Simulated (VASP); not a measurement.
Output of a VASP run:

### OUTCAR
```
 ion  position               nearest neighbor table
   1  0.000  0.000  0.000-   3 2.35   3 2.35   3 2.35   2 2.35   3 2.35   2 2.35   2 2.35   2 2.35
  LATTYP: Found a face centered cubic cell.
 ALAT       =     5.4352114480
 Subroutine PRICEL returns:
 Original cell was already a primitive cell.
 Subroutine GETGRP returns: Found 48 space group operations
The static configuration has the point symmetry O_h .
The dynamic configuration has the point symmetry O_h .
 Subroutine INISYM returns: Found 48 space group operations
 Subroutine IBZKPT returns following result:
 Found     35 irreducible k-points:

 Following reciprocal coordinates:
            Coordinates               Weight
  0.000000  0.000000  0.000000      1.000000
  0.111111  0.000000  0.000000      8.000000
  0.222222  0.000000  0.000000      8.000000
  0.333333  0.000000  0.000000      8.000000
  0.444444  0.000000  0.000000      8.000000
  0.111111  0.111111  0.000000      6.000000
  0.222222  0.111111  0.000000     24.000000
  0.333333  0.111111  0.000000     24.000000
  0.444444  0.111111  0.000000     24.000000
 -0.444444  0.111111  0.000000     24.000000
 -0.333333  0.111111  0.000000     24.000000
 -0.222222  0.111111  0.000000     24.000000
 -0.111111  0.111111  0.000000     12.000000
  0.222222  0.222222  0.000000      6.000000
  0.333333  0.222222  0.000000     24.000000
  0.444444  0.222222  0.000000     24.000000
 -0.444444  0.222222  0.000000     24.000000
 -0.333333  0.222222  0.000000     24.000000
 -0.222222  0.222222  0.000000     12.000000
  0.333333  0.333333  0.000000      6.000000
  0.444444  0.333333  0.000000     24.000000
 -0.444444  0.333333  0.000000     24.000000
 -0.333333  0.333333  0.000000     12.000000
  0.444444  0.444444  0.000000      6.000000
 -0.444444  0.444444  0.000000     12.000000
  0.333333  0.222222  0.111111     24.000000
  0.444444  0.222222  0.111111     48.000000
 -0.444444  0.222222  0.111111     48.000000
  0.444444  0.333333  0.111111     24.000000
 -0.444444  0.333333  0.111111     48.000000
 -0.333333  0.333333  0.111111     48.000000
 -0.222222  0.333333  0.111111     24.000000
 -0.444444  0.444444  0.111111     24.000000
 -0.333333  0.444444  0.111111     24.000000
 -0.333333  0.444444  0.222222     24.000000
   k-points           NKPTS =     35   k-points in BZ     NKDIM =     35   number of bands    NBANDS=     16
   number of dos      NEDOS =    301   number of ions     NIONS =      3
   total plane-waves  NPLWV =   8000
   dimension x,y,z NGX =    20 NGY =   20 NGZ =   20
   dimension x,y,z NGXF=    40 NGYF=   40 NGZF=   40
   ions per type =               1   2
   PREC   = normal    normal or accurate (medium, high low for compatibility)
   ISTART =      0    job   : 0-new  1-cont  2-samecut
   ICHARG =      2    charge: 1-file 2-atom 10-const
   ISPIN  =      1    spin polarized calculation?
   LNONCOLLINEAR =      F non collinear calculations
   LSORBIT =      F    spin-orbit coupling
   INIWAV =      1    electr: 0-lowe 1-rand  2-diag
   ENCUT  =  450.0 eV  33.07 Ry    5.75 a.u.   6.65  6.65  6.65*2*pi/ulx,y,z
   NELM   =    100;   NELMIN=  4; NELMDL= -5     # of ELM steps
   EDIFF  = 0.1E-04   stopping-criterion for ELM
   LREAL  =      F    real-space projection
   NLSPLINE    = F    spline interpolate recip. space projectors
   LMAXMIX     =    6 max onsite mixed and CHGCAR
   VOSKOWN=      0    Vosko Wilk Nusair interpolation
   EDIFFG = -.3E-01   stopping-criterion for IOM
   NSW    =     20    number of steps for IOM
   NBLOCK =      1;   KBLOCK =     20    inner block; outer block
   IBRION =      2    ionic relax: 0-MD 1-quasi-New 2-CG
   NFREE  =      1    steps in history (QN), initial steepest desc. (CG)
   ISIF   =      2    stress and relaxation
   ISYM   =      2    0-nonsym 1-usesym 2-fastsym
   TEIN   =    0.0    initial temperature
   TEBEG  =    0.0;   TEEND  =   0.0 temperature during run
   SMASS  =  -3.00    Nose mass-parameter (am)
...
```

### OSZICAR
```
       N       E                     dE             d eps       ncg     rms          rms(c)
DAV:   1     0.195103746570E+03    0.19510E+03   -0.10820E+04  1136   0.181E+03
DAV:   2    -0.299468631867E+02   -0.22505E+03   -0.21446E+03  1696   0.307E+02
DAV:   3    -0.662474051146E+02   -0.36301E+02   -0.30848E+02  1392   0.146E+02
DAV:   4    -0.679719953347E+02   -0.17246E+01   -0.17244E+01  1888   0.337E+01
DAV:   5    -0.680382904083E+02   -0.66295E-01   -0.66291E-01  1720   0.616E+00    0.313E+01
DAV:   6    -0.536525672969E+02    0.14386E+02   -0.43747E+01  1632   0.493E+01    0.102E+01
DAV:   7    -0.542050525608E+02   -0.55249E+00   -0.20264E+01  1648   0.484E+01    0.144E+01
DAV:   8    -0.543575569766E+02   -0.15250E+00   -0.86538E+00  1720   0.248E+01    0.518E+00
DAV:   9    -0.539001056608E+02    0.45745E+00   -0.56403E+00  1680   0.228E+01    0.287E+00
DAV:  10    -0.539864558735E+02   -0.86350E-01   -0.52189E-01  1592   0.798E+00    0.551E-01
DAV:  11    -0.540301614690E+02   -0.43706E-01   -0.19827E-01  1784   0.373E+00    0.144E+00
DAV:  12    -0.540371639515E+02   -0.70025E-02   -0.14255E-01  1680   0.360E+00    0.967E-02
DAV:  13    -0.540322289530E+02    0.49350E-02   -0.91539E-03  1496   0.104E+00    0.360E-01
DAV:  14    -0.540370640403E+02   -0.48351E-02   -0.47137E-03  1392   0.757E-01    0.643E-02
DAV:  15    -0.540375780080E+02   -0.51397E-03   -0.86160E-04  1904   0.299E-01    0.411E-02
DAV:  16    -0.540375528726E+02    0.25135E-04   -0.28219E-05  1184   0.562E-02    0.339E-02
DAV:  17    -0.540375562749E+02   -0.34023E-05   -0.57383E-05  1240   0.782E-02
   1 F= -.54037556E+02 E0= -.54037556E+02  d E =-.540376E+02
```

OUTCAR:
```
------------------------ aborting loop because EDIFF is reached ----------------------------------------
  FORCE on cell =-STRESS in cart. coord.  units (eV):
  Direction    XX          YY          ZZ          XY          YZ          ZX
  --------------------------------------------------------------------------------------
  Total       -0.3099141     -0.3099141     -0.3099141      0.0000000      0.0000000     -0.0000000
  in kB      -12.3697961    -12.3697961    -12.3697961      0.0000000      0.0000000     -0.0000000
  external PRESSURE =     -12.3697961 kB  Pullay stress =       0.0000000 kB
  volume of cell :       40.14
      direct lattice vectors                 reciprocal lattice vectors
     0.000000000  2.717605724  2.717605724    -0.183985482  0.183985482  0.183985482
     2.717605724  0.000000000  2.717605724     0.183985482 -0.183985482  0.183985482
     2.717605724  2.717605724  0.000000000     0.183985482  0.183985482 -0.183985482
 POSITION                                       TOTAL-FORCE (eV/Angst)
 -----------------------------------------------------------------------------------
      0.00000      0.00000      0.00000        -0.000000      0.000000      0.000000
      1.35880      1.35880      1.35880        -0.000000     -0.000000     -0.000000
      4.07641      4.07641      4.07641         0.000000      0.000000      0.000000
 -----------------------------------------------------------------------------------
    total drift:                                0.000000     -0.000000      0.000000
  FREE ENERGIE OF THE ION-ELECTRON SYSTEM (eV)
  ---------------------------------------------------
  free  energy   TOTEN  =       -54.0375562749 eV

  energy  without entropy=      -54.0375562749  energy(sigma->0) =      -54.03755627

 reached required accuracy - stopping structural energy minimisation
```
(Selected blocks of OUTCAR.)

### POSCAR
```
CeO2
1
    0.0000000000     2.7176057240     2.7176057240
    2.7176057240     0.0000000000     2.7176057240
    2.7176057240     2.7176057240     0.0000000000
Ce O
1 2
Direct
  0.0000000000   0.0000000000   0.0000000000
  0.2500000000   0.2500000000   0.2500000000
  0.7500000000   0.7500000000   0.7500000000
```

**Question.** Write an INCAR and KPOINTS that could have produced this output.

**Answer.** This is not unique; one that fits is the input of the run itself, r2SCAN meta-GGA, plane waves, VASP's PBE PAW potentials (set 64).

File KPOINTS:
```
Regular mesh
0
gamma
  9 9 9
```

**INCAR**
```
ALGO  =  Normal
EDIFF  =  1E-5
EDIFFG  =  -0.03
ENCUT  =  450
IBRION  =  2
ISIF  =  2
ISMEAR  =  0
LASPH  =  .True.
LCHARG  =  .False.
LMAXMIX  =  6
LMIXTAU  =  .True.
LREAL  =  .False.
LWAVE  =  .False.
METAGGA  =  R2SCAN
NELM  =  100
NELMIN  =  4
NSW  =  20
PREC  =  Normal
SIGMA  =  0.05
SYSTEM  =  CeO2
```

POTCAR, in this order: Ce O (PBE.64 set). Program: vasp_std.

At this cut-off the stress carries a Pulay error, which pulls relaxed volumes low.

The compound is CeO2 in the fluorite structure. It was relaxed first. The run is not spin-polarised, so no magnetic state was tried.
